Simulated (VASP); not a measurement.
Output of a VASP run:

**OSZICAR**
```
...
DAV:   1    -0.520615659972E+03   -0.38748E-04   -0.20305E-02   848   0.359E-01    0.285E-02
RMM:   2    -0.520615686015E+03   -0.26043E-04   -0.36237E-04   720   0.443E-02    0.174E-02
RMM:   3    -0.520615688800E+03   -0.27850E-05   -0.43871E-05   553   0.166E-02    0.117E-02
RMM:   4    -0.520615687348E+03    0.14518E-05   -0.15097E-05   445   0.857E-03
  11 F= -.52061569E+03 E0= -.52061569E+03  d E =-.934779E-02  mag=     3.0000
       N       E                     dE             d eps       ncg     rms          rms(c)
DAV:   1    -0.520617928141E+03   -0.22393E-02   -0.10304E+00   728   0.255E+00    0.192E-01
RMM:   2    -0.520619043368E+03   -0.11152E-02   -0.16769E-02   720   0.295E-01    0.103E-01
RMM:   3    -0.520619189134E+03   -0.14577E-03   -0.21077E-03   721   0.110E-01    0.681E-02
RMM:   4    -0.520619123972E+03    0.65162E-04   -0.67037E-04   721   0.544E-02    0.343E-02
RMM:   5    -0.520619152945E+03   -0.28973E-04   -0.15940E-04   739   0.265E-02    0.159E-02
RMM:   6    -0.520619155430E+03   -0.24853E-05   -0.25974E-05   473   0.110E-02
  12 F= -.52061916E+03 E0= -.52061916E+03  d E =-.346808E-02  mag=     3.0000
       N       E                     dE             d eps       ncg     rms          rms(c)
DAV:   1    -0.520619204634E+03   -0.51689E-04   -0.37507E-02   824   0.487E-01    0.370E-02
RMM:   2    -0.520619247592E+03   -0.42959E-04   -0.62573E-04   720   0.571E-02    0.202E-02
RMM:   3    -0.520619252710E+03   -0.51173E-05   -0.81230E-05   622   0.215E-02    0.134E-02
RMM:   4    -0.520619250585E+03    0.21245E-05   -0.25224E-05   465   0.107E-02
  13 F= -.52061925E+03 E0= -.52061925E+03  d E =-.356324E-02  mag=     3.0000
       N       E                     dE             d eps       ncg     rms          rms(c)
DAV:   1    -0.520620274741E+03   -0.10220E-02   -0.73056E-01   736   0.211E+00    0.175E-01
RMM:   2    -0.520621116925E+03   -0.84218E-03   -0.11359E-02   720   0.241E-01    0.887E-02
RMM:   3    -0.520621306240E+03   -0.18932E-03   -0.14551E-03   725   0.920E-02    0.566E-02
RMM:   4    -0.520621272136E+03    0.34104E-04   -0.39479E-04   723   0.422E-02    0.282E-02
RMM:   5    -0.520621283592E+03   -0.11456E-04   -0.10780E-04   686   0.216E-02    0.139E-02
RMM:   6    -0.520621285610E+03   -0.20178E-05   -0.19814E-05   462   0.923E-03
  14 F= -.52062129E+03 E0= -.52062129E+03  d E =-.203502E-02  mag=     3.0000
       N       E                     dE             d eps       ncg     rms          rms(c)
DAV:   1    -0.520621301113E+03   -0.17521E-04   -0.26945E-02   800   0.405E-01    0.333E-02
RMM:   2    -0.520621334882E+03   -0.33769E-04   -0.43300E-04   720   0.471E-02    0.175E-02
RMM:   3    -0.520621341773E+03   -0.68910E-05   -0.56882E-05   563   0.180E-02    0.115E-02
RMM:   4    -0.520621340507E+03    0.12663E-05   -0.14759E-05   445   0.828E-03
  15 F= -.52062134E+03 E0= -.52062134E+03  d E =-.208992E-02  mag=     3.0000
       N       E                     dE             d eps       ncg     rms          rms(c)
DAV:   1    -0.520621751062E+03   -0.40929E-03   -0.32520E-01   736   0.141E+00    0.115E-01
RMM:   2    -0.520622095447E+03   -0.34438E-03   -0.52994E-03   720   0.165E-01    0.608E-02
RMM:   3    -0.520622193879E+03   -0.98433E-04   -0.70001E-04   725   0.643E-02    0.394E-02
RMM:   4    -0.520622179883E+03    0.13997E-04   -0.19293E-04   719   0.298E-02    0.193E-02
RMM:   5    -0.520622188484E+03   -0.86018E-05   -0.45042E-05   529   0.145E-02
  16 F= -.52062219E+03 E0= -.52062219E+03  d E =-.847978E-03  mag=     3.0000
```

File OUTCAR:
```
------------------------ aborting loop because EDIFF is reached ----------------------------------------
  FORCE on cell =-STRESS in cart. coord.  units (eV):
  Direction    XX          YY          ZZ          XY          YZ          ZX
  --------------------------------------------------------------------------------------
  Total       -6.8432970     -6.6333085    -15.6379571     -0.0250586     -0.0324760      0.0040585
  in kB      -14.3417300    -13.9016499    -32.7729981     -0.0525162     -0.0680611      0.0085055
  external PRESSURE =     -20.3387927 kB  Pullay stress =       0.0000000 kB
  volume of cell :      764.49
      direct lattice vectors                 reciprocal lattice vectors
     4.693267657 -8.128978018  0.000000000     0.106535582 -0.061508347  0.000000000
     4.693267657  8.128978018  0.000000000     0.106535582  0.061508347  0.000000000
     0.000000000  0.000000000 10.019202615     0.000000000  0.000000000  0.099808342
  FREE ENERGIE OF THE ION-ELECTRON SYSTEM (eV)
  ---------------------------------------------------
  free  energy   TOTEN  =      -520.6221884844 eV

  energy  without entropy=     -520.6221884844  energy(sigma->0) =     -520.62218848

 total charge

# of ion       s       p       d       tot
------------------------------------------
    1        0.360   0.432   0.000   0.793
    2        0.362   0.436   0.000   0.798
    3        0.361   0.435   0.000   0.797
    4        0.366   0.443   0.000   0.810
    5        0.361   0.436   0.000   0.797
    6        0.362   0.436   0.000   0.798
    7        0.362   0.440   0.000   0.802
    8        0.366   0.443   0.000   0.809
    9        0.360   0.432   0.000   0.793
   10        0.361   0.434   0.000   0.796
   11        0.361   0.435   0.000   0.797
   12        0.363   0.436   0.000   0.799
   13        0.360   0.430   0.000   0.791
   14        0.362   0.436   0.000   0.798
   15        0.362   0.435   0.000   0.797
   16        0.366   0.443   0.000   0.809
   17        0.361   0.435   0.000   0.797
   18        0.358   0.428   0.000   0.786
   19        0.362   0.440   0.000   0.801
   20        0.361   0.436   0.000   0.797
   21        0.362   0.436   0.000   0.798
   22        0.362   0.440   0.000   0.802
   23        0.366   0.443   0.000   0.809
   24        0.360   0.430   0.000   0.790
   25        0.361   0.433   0.000   0.794
   26        0.362   0.435   0.000   0.797
   27        0.360   0.429   0.000   0.789
   28        0.360   0.430   0.000   0.790
   29        0.362   0.436   0.000   0.798
   30        0.362   0.435   0.000   0.797
   31        0.366   0.443   0.000   0.809
   32        0.360   0.432   0.000   0.793
   33        0.362   0.436   0.000   0.798
   34        0.361   0.435   0.000   0.797
   35        0.366   0.443   0.000   0.810
   36        1.229   2.596   0.000   3.825
   37        1.229   2.592   0.000   3.821
   38        1.229   2.595   0.000   3.824
   39        1.229   2.597   0.000   3.826
   40        1.262   2.453   0.000   3.715
   41        1.229   2.592   0.000   3.821
   42        1.231   2.585   0.000   3.816
   43        1.229   2.597   0.000   3.826
   44        1.229   2.596   0.000   3.825
   45        1.228   2.594   0.000   3.822
   46        1.229   2.595   0.000   3.824
   47        1.229   2.591   0.000   3.820
   48        1.235   2.569   0.000   3.805
...
```
(Selected blocks of OUTCAR.)

**POSCAR**
```
Al35N36
1
    4.6932676572    -8.1289780182     0.0000000000
    4.6932676572     8.1289780182     0.0000000000
    0.0000000000     0.0000000000    10.0192026154
Al N
35 36
Direct
  0.2222220000   0.1111110000   0.2500000000
  0.1111110000   0.2222220000   0.0000000000
  0.2222220000   0.1111110000   0.7500000000
  0.1074920000   0.2211480000   0.4992230000
  0.2160250000   0.4413550000   0.2456200000
  0.1111110000   0.5555560000   0.0000000000
  0.2261980000   0.4435630000   0.7485270000
  0.1102230000   0.5539940000   0.5047900000
  0.2222220000   0.7777780000   0.2500000000
  0.1111110000   0.8888890000   0.0000000000
  0.2222220000   0.7777780000   0.7500000000
  0.1111110000   0.8888890000   0.5000000000
  0.5555560000   0.1111110000   0.2500000000
  0.4444440000   0.2222220000   0.0000000000
  0.5555560000   0.1111110000   0.7500000000
  0.4461870000   0.2184350000   0.4975870000
  0.5575620000   0.4476980000   0.2541090000
  0.4444440000   0.5555560000   0.0000000000
  0.5496770000   0.4399160000   0.7536330000
  0.5582280000   0.7801640000   0.2520150000
  0.4444440000   0.8888890000   0.0000000000
  0.5520000000   0.7769370000   0.7459720000
  0.4381240000   0.8850660000   0.5029260000
  0.8888890000   0.1111110000   0.2500000000
  0.7777780000   0.2222220000   0.0000000000
  0.8888890000   0.1111110000   0.7500000000
  0.7777780000   0.2222220000   0.5000000000
  0.8888890000   0.4444440000   0.2500000000
  0.7777780000   0.5555560000   0.0000000000
  0.8888890000   0.4444440000   0.7500000000
  0.7761090000   0.5563970000   0.5046190000
  0.8888890000   0.7777780000   0.2500000000
  0.7777780000   0.8888890000   0.0000000000
  0.8888890000   0.7777780000   0.7500000000
  0.7838530000   0.8917560000   0.5038050000
  0.2222220000   0.1111110000   0.4410000000
  0.1111110000   0.2222220000   0.1910000000
  0.2222220000   0.1111110000   0.9410000000
  0.1111110000   0.2222220000   0.6910000000
  0.2230740000   0.4445940000   0.4363420000
  0.1111110000   0.5555560000   0.1910000000
  0.2222220000   0.4444440000   0.9410000000
  0.1111110000   0.5555560000   0.6910000000
  0.2222220000   0.7777780000   0.4410000000
  0.1111110000   0.8888890000   0.1910000000
  0.2222220000   0.7777780000   0.9410000000
  0.1111110000   0.8888890000   0.6910000000
  0.5555560000   0.1111110000   0.4410000000
  0.4444440000   0.2222220000   0.1910000000
  0.5555560000   0.1111110000   0.9410000000
  0.4444440000   0.2222220000   0.6910000000
  0.5518680000   0.4441120000   0.4381250000
  0.4435780000   0.5518850000   0.1884750000
  0.5555560000   0.4444440000   0.9410000000
  0.4435490000   0.5491710000   0.6902250000
  0.5514430000   0.7788730000   0.4362590000
  0.4444440000   0.8888890000   0.1910000000
  0.5555560000   0.7777780000   0.9410000000
  0.4444440000   0.8888890000   0.6910000000
  0.8888890000   0.1111110000   0.4410000000
  0.7777780000   0.2222220000   0.1910000000
  0.8888890000   0.1111110000   0.9410000000
  0.7777780000   0.2222220000   0.6910000000
  0.8888890000   0.4444440000   0.4410000000
  0.7777780000   0.5555560000   0.1910000000
  0.8888890000   0.4444440000   0.9410000000
  0.7777780000   0.5555560000   0.6910000000
  0.8888890000   0.7777780000   0.4410000000
  0.7777780000   0.8888890000   0.1910000000
  0.8888890000   0.7777780000   0.9410000000
  0.7777780000   0.8888890000   0.6910000000
```

Task: Write an INCAR and KPOINTS that could have produced this output.

Result: This is not unique; one that fits is the input of the run itself, PBE GGA, plane waves, VASP's PBE PAW potentials (set 64).

### INCAR
```
SYSTEM  =  Al35N36
PREC  =  Normal; ENCUT  =  400; LREAL  =  Auto
LASPH  =  .True.; ISYM  =  0
EDIFF  =  1E-5; NELM  =  100; NELMIN  =  4
ALGO  =  Fast
ISMEAR  =  0; SIGMA  =  0.05
GGA  =  PE
ISPIN  =  2; MAGMOM  =  71*0.0423; NUPDOWN  =  3
IBRION  =  2; NSW  =  60; ISIF  =  2
EDIFFG  =  -0.03
LWAVE  =  .True.; LCHARG  =  .False.; LORBIT  =  10
```

File KPOINTS:
```
Automatic mesh
0
Gamma
1 1 1
0 0 0
```

POTCAR, in this order: Al N (PBE.64 set). Program: vasp_gam.

At this cut-off the stress carries a Pulay error, which pulls relaxed volumes low. The supercell is sampled at Γ alone, which is coarse: total energies, pressure and levels can be off, energies of defects by several tenths of an eV.

The cell is a supercell with a defect, built from AlN (wurtzite): vac_Al.
